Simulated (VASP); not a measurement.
Level of theory: r2SCAN meta-GGA, VASP's PBE PAW potentials (set 64) (plane waves; VASP).

VASP input:

KPOINTS:
```
kpoints
0
gamma
9 9 9
```

### INCAR
```
SYSTEM = GaN
PREC = Accurate; ENCUT = 520; LREAL = .FALSE.
LASPH = .TRUE.
EDIFF = 1E-6; NELM = 100; ALGO = Normal
LMAXMIX = 4; LMIXTAU = .TRUE.
ISMEAR = 0; SIGMA = 0.05
METAGGA = R2SCAN
IBRION = 2; NSW = 60; ISIF = 3
EDIFFG = -0.01
LWAVE = .FALSE.; LCHARG = .FALSE.
```

POSCAR:
```
GaN
1
    0.0000000000     2.2600000000     2.2600000000
    2.2600000000     0.0000000000     2.2600000000
    2.2600000000     2.2600000000     0.0000000000
Ga N
1 1
Direct
  0.0000000000   0.0000000000   0.0000000000
  0.2500000000   0.2500000000   0.2500000000
```

POTCAR, in this order: Ga_d N (PBE.64 set). Program: vasp_std.

### Question
What does the run give for the energy per atom (σ→0), volume per atom, band gap (on the k-mesh)?

### Answer

energy per atom (σ→0): -10.949 eV/atom
band gap (on the k-mesh): 2.13 eV
volume per atom: 11.43 Å³/atom

**OSZICAR**
```
...
DAV:   5    -0.218970132154E+02    0.39859E-04   -0.69003E-05  1165   0.160E-01    0.103E-02
DAV:   6    -0.218970303118E+02   -0.17096E-04   -0.14741E-05  1098   0.679E-02    0.262E-03
DAV:   7    -0.218970254461E+02    0.48658E-05   -0.31449E-06   930   0.298E-02    0.328E-03
DAV:   8    -0.218970273163E+02   -0.18703E-05   -0.12471E-07   480   0.442E-03    0.272E-03
DAV:   9    -0.218970258541E+02    0.14622E-05   -0.70306E-07   515   0.200E-02    0.404E-04
DAV:  10    -0.218970268699E+02   -0.10158E-05   -0.11108E-07   460   0.408E-03    0.320E-04
DAV:  11    -0.218970267254E+02    0.14452E-06   -0.15252E-08   470   0.207E-03
   3 F= -.21897027E+02 E0= -.21897027E+02  d E =-.118950E-02
```

The compound is GaN in the zinc blende structure, a metastable form; wurtzite is the usual one. This run relaxes it. Symmetry was kept, so distortions that lower it aren't found.
